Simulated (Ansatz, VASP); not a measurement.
# Zr (Zirconium) in two plane-wave programs

Wanted: the spread between two codes on one cell, functional and k mesh. The cell is taken from a series of runs on this material, whose earlier steps may have relaxed, scaled, displaced or heated it; both programs get it as it stands.

Program: Ansatz 0.2.0. Level of theory: plane waves, with VASP 6.6.1 beside it; zone-centre phonons at PBE. Results are calculated unless marked as measured.

**1. Starting point**

The structure is hexagonal, space group P6_3/mmc (No. 194). Conventional cell: a = 3.235 Å, b = 3.235 Å, c = 5.165 Å, α = 90.00°, β = 90.00°, γ = 120.00°. Nearest to Zr lie 12 Zr at 3.19 to 3.23 Å.

**2. Ansatz: zone-centre phonons, PBE**

Ansatz runs on its PAW soft_1 files.

Second derivatives magnify differences that forces hide, and they need a tight electronic threshold.

File input.yaml:

```yaml
crystal:
  lattice:
    - [3.2349151211, 0.0, 0.0]
    - [-1.6174575605, 2.801518674, 0.0]
    - [0.0, 0.0, 5.1645562949]
  atoms:
    - { symbol: Zr, position: [0.3333333333, 0.6666666667, 0.25] }
    - { symbol: Zr, position: [0.6666666667, 0.3333333333, 0.75] }
kpoints:
  mp_grid: { grid: [9, 9, 4] }
hamiltonian:
  xc: pbe
  pseudopotentials: { kind: paw, azcp: { folder: soft_1 } }
scf:
  occupations: { method: methfessel_paxton, width: 0.2 }
output:
  eigenvalues: true
phonons:
  method: dfpt
  qmesh: [3, 3, 2]
  temperatures: { t_max: 1000, t_step: 50 }
  qpath:
    path:
      - [[0.0, 0.0, 0.0], [0.5, 0.0, 0.0], [0.33333333, 0.33333333, 0.0], [0.0, 0.0, 0.0], [0.0, 0.0, 0.5], [0.5, 0.0, 0.5], [0.33333333, 0.33333333, 0.5], [0.0, 0.0, 0.5]]
      - [[0.5, 0.0, 0.5], [0.5, 0.0, 0.0]]
    npoints: 6
  electrical_resistivity:
    mesh: [12, 12, 8]
    temperatures: [20.0, 50.0, 80.0, 100.0, 150.0, 200.0, 273.0, 300.0, 400.0, 500.0, 600.0, 800.0]
  superconductivity: { mesh: [12, 12, 8] }
```

Launch:

```console
ansatz run input.yaml --threads 16 --pin off --max-ram 92160MiB --backend cuda --events-out ev --progress --plain --runs-dir out --max-vram 78GiB
```

Numbers of over 12 decimals in the logs are rounded to 6 here.

Output:

```text
Engine: ansatz 0.2.0, aarch64-unknown-linux-gnu
Pseudopotentials: kind: paw
Pseudopotential: Zr, paw, valence charge 12, recommended cutoff 420 eV (normal), soft_1/Zr.paw.azcp
Functional definition: PBE
  parameter kappa = 0.804
  parameter beta = 0.066725
  exchange = pbe_x(kappa = kappa, mu = beta*pi^2/3)
  correlation = pbe_c(beta = beta)
[...]
Crystal: 2 atoms, lattice volume = 46.805 Å³
Basis set: ecut = 420 eV, 941 PW (Γ), exchange–correlation on 48×48×72 points (8 copies of the dense FFT grid, shifted against one another)
Bands: 16, of which v1, the nominal top of the filled ones, is band 12 counted from 1 (11 counted from 0)
Symmetry: 24 space group operations
k-points: 36 of 324
Non-local potential: Zr, projectors of the file, l = 0: 3, l = 1: 2, l = 2: 2, l = 3: 1
PAW form: soft (Blöchl's): semilocal exchange-correlation on the pseudo side does not see the compensation charge
PAW one-centre angular grid: Zr, 590 points (default); XC on 64 Gauss nodes
Initial density: superposition of atomic densities (chi_scale 0.1, normalization cell)
Initial wavefunctions: pseudopotential atomic-orbital guess
[...]
Functional: x = pbe(κ = 0.804, μ = 0.219515), c = pbe(β = 0.066725)
[...]
SCF iter   1: F=—  HF=-8367.901680 eV  |F-HF|=—  |Δ(HF+E_count)|=         —  Δρ=2.92e-2  dr2=5.17e-1  ethr=3.10e-3  ⟨swp⟩=5.1  Hψ=5325  notcnv=0
automatic band count: the SCF goes on with 20 bands, as 16 were too few: they end inside the smearing window of the response
preconditioner: auto → Kerker (q_TF=auto, 2.441 Å⁻¹)  [metal: Δε(μ)=0.077 eV  Ē_g=5.091 eV  σ=0.200 eV  W_gap=0.31  n_scr=10 (ndim 8)  ℏωp=15.4 eV  f_vac=0.000  D(μ)=1.51/eV (n_scr^D=8)]
SCF iter   2: F=—  HF=-8367.788305 eV  |F-HF|=—  |Δ(HF+E_count)|=   1.13e-1  S|Δr|=    0.00e0  Δρ=1.83e-2  dr2=1.96e-1  ethr=2.15e-3  ⟨swp⟩=1.9  Hψ=1149  notcnv=0  defer=6
[...]
SCF iter   9: F=-8367.731252 eV  HF=-8367.731252 eV  |F-HF|=0.00e0  |Δ(HF+E_count)|=  7.28e-12  S|Δr|=    0.00e0  Δρ=2.47e-8  dr2=1.49e-13  ethr=1.00e-12  ⟨swp⟩=6.9  Hψ=2606  notcnv=0
SCF 1 converged in 9 iterations: F = -8367.731252 eV  dr2 = 1.49e-13
  greatest PAW one-centre occupation: 0.997 electrons in one spin orbital (limit 2), on the Zr atom at site 1 (counted from 0), in its partial waves of l = 0
[...]
NSCF: frozen V_eff on 36 k-points, pencils in batches of 32, up to order 80
[...]
NSCF: frozen V_eff on 36 k-points
[...]
DFPT response loops at q = (0, 0, 0) (fractional): preconditioner auto → Kerker (q_TF=auto, 2.441 Å⁻¹) (partly filled bands, converged f_vac=0.000); β = 1.00, the filter's whole step (`scf.mixing.beta` (0.50) is not read by the response loops under this deck's `scf.mixing.preconditioner`; to damp them name `kerker` or `kerker_dos`, under which they read `scf.mixing.beta`, and type it under 1.00, their step now; both keys bind the ground state too); Anderson in place of MSR1; while a model of the screening serves, it and β = 1 on shorter waves in the place of filter and β
[...]
NSCF: frozen V_eff on 36 k-points
[...]
DFPT response loops at q = (0, 0, -0.5) (fractional): mixed as the last ones told, above
[...]
DFPT response loops at q = (0, 0.333333, 0) (fractional): mixed as the last ones told, above
[...]
DFPT response loops at q = (0, 0.333333, -0.5) (fractional): mixed as the last ones told, above
[...]
DFPT response loops at q = (0.333333, 0.333333, 0) (fractional): mixed as the last ones told, above
[...]
DFPT response loops at q = (0.333333, 0.333333, -0.5) (fractional): mixed as the last ones told, above
[...]
Bands: 20, of which v1, the nominal top of the filled ones, is band 12 counted from 1 (11 counted from 0)
[...]
SCF iter   1: F=—  HF=-8367.901680 eV  |F-HF|=—  |Δ(HF+E_count)|=         —  Δρ=2.92e-2  dr2=5.17e-1  ethr=3.10e-3  ⟨swp⟩=5.1  Hψ=2923  notcnv=0
SCF iter   2: F=—  HF=-8367.788305 eV  |F-HF|=—  |Δ(HF+E_count)|=   1.13e-1  S|Δr|=    0.00e0  Δρ=1.83e-2  dr2=1.96e-1  ethr=2.15e-3  ⟨swp⟩=1.9  Hψ=1149  notcnv=0  defer=6
SCF iter   3: F=—  HF=-8367.731138 eV  |F-HF|=—  |Δ(HF+E_count)|=   5.72e-2  S|Δr|=    0.00e0  Δρ=2.25e-3  dr2=1.62e-3  ethr=8.16e-4  ⟨swp⟩=3.0  Hψ=1362  notcnv=0  defer=6
[...]
SCF 2 converged in 9 iterations: F = -8367.731252 eV  dr2 = 1.51e-13
[...]
SCF converged after 9 iterations
[...]
Hall coefficient in a weak field at 50 K (a third of the trace): 7.523e-11 m³/C (how far it moves between the two finest meshes is not known); by each state's relaxation time: 4.316e-11 m³/C; by a constant relaxation time: -1.163e-11 m³/C
  mean free path at 80 K (of a tensor a third of its trace): 18.0 nm by what each carries, 15.4 by the Fermi surface alone
  Hall coefficient in a weak field at 80 K (a third of the trace): 4.129e-11 m³/C (how far it moves between the two finest meshes is not known); by each state's relaxation time: 2.332e-11 m³/C; by a constant relaxation time: -1.338e-11 m³/C
  mean free path at 100 K (of a tensor a third of its trace): 12.4 nm by what each carries, 10.8 by the Fermi surface alone
  Hall coefficient in a weak field at 100 K (a third of the trace): 3.445e-11 m³/C (how far it moves between the two finest meshes is not known); by each state's relaxation time: 1.939e-11 m³/C; by a constant relaxation time: -1.434e-11 m³/C
  mean free path at 150 K (of a tensor a third of its trace): 7.19 nm by what each carries, 6.30 by the Fermi surface alone
  Hall coefficient in a weak field at 150 K (a third of the trace): 2.831e-11 m³/C (how far it moves between the two finest meshes is not known); by each state's relaxation time: 1.543e-11 m³/C; by a constant relaxation time: -1.664e-11 m³/C
  mean free path at 200 K (of a tensor a third of its trace): 5.17 nm by what each carries, 4.51 by the Fermi surface alone
  Hall coefficient in a weak field at 200 K (a third of the trace): 2.488e-11 m³/C (how far it moves between the two finest meshes is not known); by each state's relaxation time: 1.246e-11 m³/C; by a constant relaxation time: -1.898e-11 m³/C
  mean free path at 273 K (of a tensor a third of its trace): 3.72 nm by what each carries, 3.22 by the Fermi surface alone
  Hall coefficient in a weak field at 273 K (a third of the trace): 1.922e-11 m³/C (how far it moves between the two finest meshes is not known); by each state's relaxation time: 6.762e-12 m³/C; by a constant relaxation time: -2.256e-11 m³/C
  mean free path at 300 K (of a tensor a third of its trace): 3.39 nm by what each carries, 2.92 by the Fermi surface alone
  Hall coefficient in a weak field at 300 K (a third of the trace): 1.656e-11 m³/C (how far it moves between the two finest meshes is not known); by each state's relaxation time: 3.998e-12 m³/C; by a constant relaxation time: -2.394e-11 m³/C
  mean free path at 400 K (of a tensor a third of its trace): 2.58 nm by what each carries, 2.17 by the Fermi surface alone
  Hall coefficient in a weak field at 400 K (a third of the trace): 4.794e-12 m³/C (how far it moves between the two finest meshes is not known); by each state's relaxation time: -8.297e-12 m³/C; by a constant relaxation time: -2.919e-11 m³/C
  mean free path at 500 K (of a tensor a third of its trace): 2.12 nm by what each carries, 1.74 by the Fermi surface alone
  Hall coefficient in a weak field at 500 K (a third of the trace): -9.809e-12 m³/C (how far it moves between the two finest meshes is not known); by each state's relaxation time: -2.330e-11 m³/C; by a constant relaxation time: -3.436e-11 m³/C
  mean free path at 600 K (of a tensor a third of its trace): 1.81 nm by what each carries, 1.45 by the Fermi surface alone
  Hall coefficient in a weak field at 600 K (a third of the trace): -2.616e-11 m³/C (as a tensor it moves by 33.8 % between the two finest meshes); by each state's relaxation time: -3.967e-11 m³/C; by a constant relaxation time: (none: it, or that of a finer mesh, parts from a neighbouring mesh's by over half of the finer one's)
  mean free path at 800 K (of a tensor a third of its trace): 1.43 nm by what each carries, 1.10 by the Fermi surface alone
  Hall coefficient in a weak field at 800 K (a third of the trace): -5.482e-11 m³/C (as a tensor it moves by 28.2 % between the two finest meshes); by each state's relaxation time: -6.764e-11 m³/C; by a constant relaxation time: -4.410e-11 m³/C
  the resistivity times a path that all electrons share, by the Fermi surface of the deck's mesh alone (a third of the trace): 1.301e-15 Ω·m²
  not converged in the mesh (λ; λ_tr; the resistivity at 20 K by 9.39 %; the resistivity at 50 K by 8.74 %; the resistivity at 80 K by 9.30 %; the resistivity at 100 K by 10.54 %; the resistivity at 150 K by 13.34 %; the resistivity at 200 K by 14.42 %; the resistivity at 273 K by 14.57 %; the resistivity at 300 K by 14.42 %; the resistivity at 400 K by 12.61 %; the resistivity at 500 K by 10.40 %; the resistivity at [...]
  vibrations of 18 cells: unjudged by the run; compare a larger repeat
  the changes of the potential over all sites missed a rigid shift's by 0.00 % (the site terms' by 0.00 %)
  at the force constants' own smearing the fine mesh and the k-points of their solves give squared frequencies that differ by 19.2 % of the larger at the most, at (0, 0, 0)
[the section on superconductivity is kept apart]
```

(Continued in part 2 of 2.)

[Lines on the potential files, build, host, timing and source positions are cut from VASP's logs without a mark.]

[Logs are printed without paths, hosts, clocks, repeated set-up lines and the standing remarks that a program may print on its own settings, such as how far it seeks lower states.]

[Hosts, paths, dates, database ids (printed as entryN), source tags and the programs' standing remarks are cut or masked in the printed files.]
